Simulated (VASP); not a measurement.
Input:

```xyz
4
Lattice="1.9007 -3.3909 0.0000 1.9007 3.3909 0.0000 0.0000 0.0000 6.2287" Properties=species:S:1:pos:R:3 pbc="T T T"
Zn     1.9007    -1.1303     3.1148
Zn     1.9007     1.1303     0.0005
S      1.9007    -1.1303     5.4497
S      1.9007     1.1303     2.3353
```

Level of theory: r2SCAN meta-GGA, VASP's PBE PAW potentials (set 64) (plane waves; VASP). Numerical set-up: 480 eV cut-off, 6×6×4 Γ-centred mesh, Gaussian smearing of 0.050 eV, potentials Zn S.

### Question
What does the run give for the energy per atom (σ→0), pressure, band gap (on the k-mesh) with the smallest direct gap where there is one?

### Answer

The band gap (on the k-mesh) is 2.64 eV. The smallest direct gap (on the k-mesh) is 2.64 eV and the energy per atom (σ→0) is -9.423 eV/atom. The pressure is -1.73 GPa.

The compound is ZnS in the wurtzite structure, the high-temperature form. This cell was strained or had an atom moved on purpose.
